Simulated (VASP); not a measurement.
Level of theory: PBEsol GGA, VASP's PBE PAW potentials (set 64) (plane waves; VASP).

VASP ran on this input.

INCAR:
```
SYSTEM = CuI
PREC = Accurate
ENCUT = 530
EDIFF = 1E-7
NELM = 100
ALGO = Normal
LREAL = .FALSE.
LASPH = .TRUE.
ISMEAR = 0
SIGMA = 0.05
GGA = PS
LMAXMIX = 4
LWAVE = .FALSE.
LCHARG = .FALSE.
IBRION = 6
ISIF = 3
NFREE = 2
POTIM = 0.015
NSW = 1
```

KPOINTS:
```
Automatic mesh
0
Gamma
7 7 7
0 0 0
```

POSCAR:
```
CuI
1
   -0.0000000000     2.9685087803     2.9685087803
    2.9685087803     0.0000000000     2.9685087803
    2.9685087803     2.9685087803     0.0000000000
Cu I
1 1
Direct
  0.0000000000   0.0000000000   0.0000000000
  0.2500000000   0.2500000000   0.2500000000
```

POTCAR, in this order: Cu I (PBE.64 set). Program: vasp_std.

The run wrote:

**OUTCAR**
```


 TOTAL ELASTIC MODULI (kBar)
 Direction    XX          YY          ZZ          XY          YZ          ZX
 --------------------------------------------------------------------------------
 XX         635.4762    440.1677    440.1677     -0.0000     -0.0000     -0.0000
 YY         440.1677    635.4762    440.1677     -0.0000     -0.0000     -0.0000
 ZZ         440.1677    440.1677    635.4762     -0.0000     -0.0000     -0.0000
 XY          -0.0000     -0.0000     -0.0000    237.8179     -0.0000      0.0000
 YZ          -0.0000     -0.0000     -0.0000     -0.0000    237.8179     -0.0000
 ZX          -0.0000     -0.0000     -0.0000      0.0000     -0.0000    237.8179
 --------------------------------------------------------------------------------
```
(Selected blocks of OUTCAR.)

The compound is CuI in the zinc blende structure. It was relaxed first, which changed the volume by -5 %.
